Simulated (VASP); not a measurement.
Input:

```yaml
crystal:
  lattice:
    - [0.00000, 1.71057, 1.71057]
    - [1.71057, 0.00000, 1.71057]
    - [1.71057, 1.71057, 0.00000]
  atoms:
    - { symbol: Ni, position: [0.00000, 0.00000, 0.00000], spin: 0.6 }
```

Calculation: LDA (Ceperley-Alder, Perdew-Zunger), VASP's LDA PAW potentials (set 64) (plane waves; VASP). Numerical set-up: 520 eV cut-off, Gaussian smearing of 0.050 eV, potentials Ni.

**Question.** Estimate the cell moment, band gap (along the path) with the smallest direct gap where there is one.

**Answer.** 
- band gap (along the path): none (metal, semimetal or under 0.01 eV)
- cell moment: 0.56 μB

Only differences to runs with the same potentials and settings are physical.

The compound is Ni in the fcc structure. It was relaxed first, which changed the volume by -8 %.
